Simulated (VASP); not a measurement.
# AlB3P4 (I-42m) in VASP: a series of runs

One crystal, AlB3P4, is run at these levels: PBE, r2SCAN; tasks: relaxation of cell and atoms, single point.

Everything below comes from runs of VASP 6.6.1. Logs are shortened: lines on timing, memory, paths and dates and some standing lists are left out, and cuts for length are marked.

### 1 The structure

Symmetry: I-42m, No. 121, tetragonal system. The conventional cell has a = 4.802 Å, b = 4.802 Å, c = 9.568 Å, α = 90.00°, β = 90.00°, γ = 90.00°. Al (site symmetry -42m) is surrounded by 4 P at 2.28 Å. B (site symmetry -42m) has 4 P at 1.99 Å as nearest neighbours. B (site symmetry -4) is surrounded by 4 P at 2.03 Å. P (site symmetry m) has 3 B at 1.99 to 2.03 Å and 1 Al at 2.28 Å as nearest neighbours.

The cell was built by a generator and needn't be a form met in nature.

### 2 Relaxation of cell and atoms, PBE

INCAR

```
ALGO     = Normal         # electronic algorithm
EDIFF    = 1E-6           # SCF threshold, eV
EDIFFG   = -0.01          # ionic threshold
ENCUT    = 520            # plane-wave cutoff, eV
GGA      = PE             # functional
IBRION   = 2              # ionic algorithm
ISIF     = 3              # what is computed and relaxed
ISMEAR   = 0              # smearing method
KPAR     = 4            
LASPH    = True           # aspherical terms in the spheres
LCHARG   = False          # write CHGCAR
LREAL    = False          # projectors in reciprocal space
LWAVE    = False          # write WAVECAR
NELM     = 120            # most SCF steps
NSW      = 90             # ionic steps
PREC     = Accurate       # precision mode
SIGMA    = 0.03           # smearing width, eV
```

KPOINTS

```
k-points
0
Gamma
  8 8 8
```

POSCAR

```
AlB3P4
1.0
   -2.4010000000      2.4010000000      4.7840000000
    2.4010000000     -2.4010000000      4.7840000000
    2.4010000000      2.4010000000     -4.7840000000
Al B P
1 3 4
Direct
    0.0000000000      0.0000000000      0.0000000000
    0.5000000000      0.5000000000      0.0000000000
    0.7500000000      0.2500000000      0.5000000000
    0.2500000000      0.7500000000      0.5000000000
    0.1426653100      0.5883129500      0.0000000000
    0.5883129500      0.1426653100      0.0000000000
    0.8573346900      0.8573346900      0.4456476500
    0.4116870500      0.4116870500      0.5543523500
```

Potentials or basis: VASP PAW PBE potentials, release 64 (Al, B, P).

Launch:

```sh
cat potpaw_PBE.64/Al/POTCAR potpaw_PBE.64/B/POTCAR potpaw_PBE.64/P/POTCAR > POTCAR
mpirun -np 4 vasp_std > vasp.out
```

OUTCAR:

```text
EDIFF = 1E-6
   EDIFFG = -0.01
   ENCUT = 520
   GGA = PE
   IBRION = 2
   ISIF = 3
   ISMEAR = 0
   LASPH = True
   LREAL = False
   NELM = 120
   NSW = 90
   PREC = Accurate

 ion  position               nearest neighbor table
   1  0.000  0.000  0.000-   7 2.28   8 2.28   6 2.28   5 2.28
   2  0.500  0.500  0.000-   7 1.99   6 1.99   5 1.99   8 1.99
   3  0.750  0.250  0.500-   8 2.03   5 2.03   6 2.03   7 2.03
   4  0.250  0.750  0.500-   8 2.03   6 2.03   5 2.03   7 2.03
   5  0.143  0.588  0.000-   2 1.99   3 2.03   4 2.03   1 2.28
   6  0.588  0.143  0.000-   2 1.99   4 2.03   3 2.03   1 2.28
   7  0.857  0.857  0.446-   2 1.99   3 2.03   4 2.03   1 2.28
   8  0.412  0.412  0.554-   2 1.99   3 2.03   4 2.03   1 2.28

  LATTYP: Found a body centered tetragonal cell.
 ALAT       =     4.8020000000
 C/A-ratio  =     1.9925031237

  Lattice vectors:

 A1 = (  -2.4010000000,   2.4010000000,   4.7840000000)
 A2 = (   2.4010000000,  -2.4010000000,   4.7840000000)
 A3 = (   2.4010000000,   2.4010000000,  -4.7840000000)

Analysis of symmetry for initial positions (statically):
=====================================================================
 Subroutine PRICEL returns:
 Original cell was already a primitive cell.

 Routine SETGRP: Setting up the symmetry group for a
 body centered tetragonal supercell.

 Subroutine GETGRP returns: Found  8 space group operations
 (whereof  8 operations were pure point group operations)
 out of a pool of 16 trial point group operations.

The static configuration has the point symmetry D_2d.

Analysis of symmetry for dynamics (positions and initial velocities):
=====================================================================
 Subroutine PRICEL returns:
 Original cell was already a primitive cell.

 Routine SETGRP: Setting up the symmetry group for a
 body centered tetragonal supercell.

 Subroutine GETGRP returns: Found  8 space group operations
 (whereof  8 operations were pure point group operations)
 out of a pool of 16 trial point group operations.

The dynamic configuration has the point symmetry D_2d.

 Subroutine INISYM returns: Found  8 space group operations
 (whereof  8 operations are pure point group operations),
 and found     1 'primitive' translations

----------------------------------------------------------------------------------------

                                     Primitive cell

  volume of cell :     110.3152

  direct lattice vectors                    reciprocal lattice vectors
    -2.401000000  2.401000000  4.784000000     0.000000000  0.208246564  0.104515050
     2.401000000 -2.401000000  4.784000000     0.208246564  0.000000000  0.104515050
     2.401000000  2.401000000 -4.784000000     0.208246564  0.208246564  0.000000000

  length of vectors
     5.866537139  5.866537139  5.866537139     0.233002204  0.233002204  0.294505115

  position of ions in fractional coordinates (direct lattice)
     0.000000000  0.000000000  0.000000000
     0.500000000  0.500000000  0.000000000
     0.750000000  0.250000000  0.500000000
     0.250000000  0.750000000  0.500000000
     0.142665310  0.588312950  0.000000000
     0.588312950  0.142665310  0.000000000
     0.857334690  0.857334690  0.445647650
     0.411687050  0.411687050  0.554352350

  ion indices of the primitive-cell ions
   primitive index   ion index
                 1           1
                 2           2
                 3           3
                 4           4
                 5           5
                 6           6
                 7           7
                 8           8

----------------------------------------------------------------------------------------

 KPOINTS: k-points

Automatic generation of k-mesh.
 Grid dimensions read from file:
 generate k-points for:    8    8    8

 Generating k-lattice:

  Cartesian coordinates                     Fractional coordinates (reciprocal lattice)
     0.000000000  0.026030820  0.013064381     0.125000000 -0.000000000  0.000000000
     0.026030820  0.000000000  0.013064381    -0.000000000  0.125000000  0.000000000
     0.026030820  0.026030820  0.000000000     0.000000000  0.000000000  0.125000000

  Length of vectors
     0.029125276  0.029125276  0.036813139

  Shift w.r.t. Gamma in fractional coordinates (k-lattice)
     0.000000000  0.000000000  0.000000000

 Subroutine IBZKPT returns following result:
 ===========================================

 Found     59 irreducible k-points:

 Following reciprocal coordinates:
            Coordinates               Weight
  0.000000  0.000000  0.000000      1.000000
  0.125000  0.000000  0.000000      8.000000
  0.250000  0.000000  0.000000      8.000000
  0.375000  0.000000 -0.000000      8.000000
  0.500000  0.000000  0.000000      4.000000
  0.125000  0.125000  0.000000      8.000000
[... 16 lines left out ...]
  0.250000  0.125000  0.125000     16.000000
  0.375000  0.125000  0.125000      8.000000
 [... further k-points ...]
   k-points           NKPTS =     59   k-points in BZ     NKDIM =     59   number of bands    NBANDS=     21
   number of dos      NEDOS =    301   number of ions     NIONS =      8
   total plane-waves  NPLWV = 110592
   dimension x,y,z NGX =    48 NGY =   48 NGZ =   48
   dimension x,y,z NGXF=    96 NGYF=   96 NGZF=   96
   ions per type =               1   3   4
   NGX,Y,Z   is equivalent  to a cutoff of  13.60, 13.60, 13.60 a.u.
   NGXF,Y,Z  is equivalent  to a cutoff of  27.20, 27.20, 27.20 a.u.
 SYSTEM =  unknown system
   PREC   = accura    normal or accurate (medium, high low for compatibility)
   ISTART =      0    job   : 0-new  1-cont  2-samecut
   ICHARG =      2    charge: 1-file 2-atom 10-const
   ISPIN  =      1    spin polarized calculation?
   LNONCOLLINEAR =      F non collinear calculations
   LSORBIT =      F    spin-orbit coupling
   LASPH  =      T    aspherical Exc in radial PAW
   ENCUT  =  520.0 eV  38.22 Ry    6.18 a.u.  10.91 10.91 10.91*2*pi/ulx,y,z
   NELM   =    120;   NELMIN=  2; NELMDL= -5     # of ELM steps
   EDIFF  = 0.1E-05   stopping-criterion for ELM
   LREAL  =      F    real-space projection
   EDIFFG = -.1E-01   stopping-criterion for IOM
   NSW    =     90    number of steps for IOM
   IBRION =      2    ionic relax: 0-MD 1-quasi-New 2-CG
   NFREE  =      1    steps in history (QN), initial steepest desc. (CG)
   ISIF   =      3    stress and relaxation
   ISYM   =      2    0-nonsym 1-usesym 2-fastsym
   POTIM  = 0.5000    time-step for ionic-motion
   TEBEG  =    0.0;   TEEND  =   0.0 temperature during run
   PSTRESS=    0.0 pullay stress
   NELECT =      32.0000    total number of electrons
   NUPDOWN=      -1.0000    fix difference up-down
   EMIN   =  10.00;   EMAX   =-10.00  energy-range for DOS
   EFERMI =   0.00;   METHOD = LEGACY
   ISMEAR =     0;   SIGMA  =   0.03  broadening in eV -4-tet -1-fermi 0-gaus
   EFERMI_NEDOS =   21; number of points for ismear=-14 and -15
   IALGO  =     38    algorithm
   IMIX   =      4    mixing-type and parameters
     AMIX     =   0.40;   BMIX     =  1.00
     AMIX_MAG =   1.60;   BMIX_MAG =  1.00
  volume/ion in A,a.u.               =      13.79        93.06
  Fermi-wavevector in a.u.,A,eV,Ry     =   1.083710  2.047915 15.979048  1.174427
  Thomas-Fermi vector in A             =   2.219782
   LORBIT       =      0    0 simple, 1 ext, 2 COOP (PROOUT), +10 PAW based schemes
   GGA     = PE    functional components
   LHFCALC =     F    Hartree Fock is set to
   AEXX    =    0.0000 exact exchange contribution
   IVDW    =     0    specifies the selected vdW correction
   LEPSILON=     F    determine dielectric tensor
   LRPA    =     F    only Hartree local field effects (RPA)
 conjugate gradient relaxation of ions
 non-spin polarized calculation
 Gauss-broadening in eV      SIGMA  =   0.03
  energy-cutoff  :      520.00
  volume of cell :      110.32
 maximum number of plane-waves:      3008
 NGX is ok and might be reduce to    48
   NGX = 21   NGY = 21   NGZ = 21

--------------------------------------- Ionic step        1  -------------------------------------------

 number of electron      32.0000000 magnetization

 Free energy of the ion-electron system (eV)
  ---------------------------------------------------
  ext. energy  EPLUGINS =         0.00000000
  ---------------------------------------------------
  free energy    TOTEN  =       -47.60411860 eV

  energy without entropy =      -47.60411860  energy(sigma->0) =      -47.60411860

------------------------ aborting loop because EDIFF is reached ----------------------------------------

  FORCE on cell =-STRESS in cart. coord.  units (eV):
  Direction    XX          YY          ZZ          XY          YZ          ZX
  --------------------------------------------------------------------------------------
  -------------------------------------------------------------------------------------
  Total        0.1947185      0.1947185     -0.0851379      0.0000000      0.0000000      0.0000000
  in kB        2.8280192      2.8280192     -1.2365107      0.0000000      0.0000000      0.0000000
  external PRESSURE =       1.4731759 kB  Pullay stress =       0.0000000 kB
[... 111 lines left out ...]
  energy  without entropy=      -47.6043572605  energy(sigma->0) =      -47.60435726

--------------------------------------- Ionic step        4  -------------------------------------------

 number of electron      32.0000000 magnetization

 Free energy of the ion-electron system (eV)
  ---------------------------------------------------
  ext. energy  EPLUGINS =         0.00000000
  ---------------------------------------------------
  free energy    TOTEN  =       -47.60440595 eV

  energy without entropy =      -47.60440595  energy(sigma->0) =      -47.60440595

 E-fermi :   6.8997     XC(G=0): -10.3696

 val. band max:        6.7636798895   @ k =   0.0000   0.0000   0.0000
 cond. band min:       7.6810518321   @ k =  -0.1250  -0.1250   0.1250
 fundamental gap:      0.9173719427
 Fermi energy:         6.8997488181

 k-point     1 :       0.0000    0.0000    0.0000
  band No.  band energies     occupation
      1      -7.7869      2.00000
      2      -3.7233      2.00000
      3      -3.4501      2.00000
      4      -3.4501      2.00000
      5      -1.7444      2.00000
      6      -1.3433      2.00000
[... 550 lines left out ...]
      5      -1.2719      2.00000
      6      -0.7623      2.00000
[... 13 lines left out ...]
     20      10.6301      0.00000
     21      10.7642      0.00000

 [... further k-points ...]

------------------------ aborting loop because EDIFF is reached ----------------------------------------

  FORCE on cell =-STRESS in cart. coord.  units (eV):
  Direction    XX          YY          ZZ          XY          YZ          ZX
  --------------------------------------------------------------------------------------
  -------------------------------------------------------------------------------------
  Total        0.0042539      0.0042539      0.0046966      0.0000000     -0.0000000      0.0000000
  in kB        0.0617233      0.0617233      0.0681458      0.0000000     -0.0000000      0.0000000
  external PRESSURE =       0.0638642 kB  Pullay stress =       0.0000000 kB
[... 23 lines left out ...]
  FREE ENERGIE OF THE ION-ELECTRON SYSTEM (eV)
  ---------------------------------------------------
  free  energy   TOTEN  =       -47.6044059452 eV

  energy  without entropy=      -47.6044059452  energy(sigma->0) =      -47.60440595

 reached required accuracy - stopping structural energy minimisation
```

Run time: 90 s. Hardware: 4 MPI ranks of Intel Xeon Platinum 8488C (Sapphire Rapids), shared host; peak memory 0.4 GiB.

What came out:

| Property | Result |
| --- | --- |
| Free energy | -47.6044 eV |
| Relaxed volume | 13.80 Å³/atom |
| Relaxed cell | a = 5.864 Å, b = 5.864 Å, c = 5.864 Å, α = 131.60°, β = 131.60°, γ = 70.86° |
| Space group after relaxing (to 0.05 Å) | I-42m (No. 121) |
| Energy gained by relaxing | 0.0 meV/atom |
| Ionic steps | 4 |
| Pressure after relaxing | 0.0 GPa |
| Largest force after relaxing | 0.004 eV/Å |
| Band gap on the k mesh | 0.92 eV, indirect (least direct gap 0.93 eV) |

Forces in eV/Å, atoms in the order of the input:
```
Al   0.000  0.000  0.000
B    0.000  0.000  0.000
B    0.000  0.000  0.000
B    0.000  0.000  0.000
P   -0.001  0.001  0.004
P    0.001 -0.001  0.004
P   -0.001 -0.001 -0.004
P    0.001  0.001 -0.004
```

Step by step:
```tsv
step	energy change (eV)	largest force (eV/Å)	pressure (GPa)	volume (Å³)
1	0.0000	0.0186	0.15	110.32
2	-0.0002	0.0098	-0.11	110.52
3	-0.0002	0.0059	-0.08	110.49
4	-0.0003	0.0039	0.01	110.42
```

Final structure:
```yaml
crystal:
  lattice:
    - [-2.40364, 2.40364, 4.77806]
    - [2.40364, -2.40364, 4.77806]
    - [2.40364, 2.40364, -4.77806]
  atoms:
    - { symbol: Al, position: [0.00000, 0.00000, 0.00000] }
    - { symbol: B, position: [0.50000, 0.50000, 0.00000] }
    - { symbol: B, position: [0.75000, 0.25000, 0.50000] }
    - { symbol: B, position: [0.25000, 0.75000, 0.50000] }
    - { symbol: P, position: [0.14265, 0.58820, 0.00000] }
    - { symbol: P, position: [0.58820, 0.14265, 0.00000] }
    - { symbol: P, position: [0.85735, 0.85735, 0.44555] }
    - { symbol: P, position: [0.41180, 0.41180, 0.55445] }
```

Levels at points of the mesh, in eV from the valence-band top:
```tsv
k point	band 13	band 14	band 15	band 16	band 17	band 18	band 19	band 20
(0.00, 0.00, 0.00)	-3.63	-0.29	0.00	0.00	0.93	1.13	3.16	3.16
(0.50, 0.00, 0.00)	-3.40	-2.38	-1.87	-1.56	2.99	3.15	3.65	3.86
(0.50, 0.50, 0.00)	-1.91	-1.76	-0.92	-0.90	2.32	2.98	3.15	3.82
(0.50, 0.50, 0.50)	-3.24	-2.85	-1.67	-1.67	1.33	1.45	1.45	1.46
```

(Continued in part 2 of 2.)
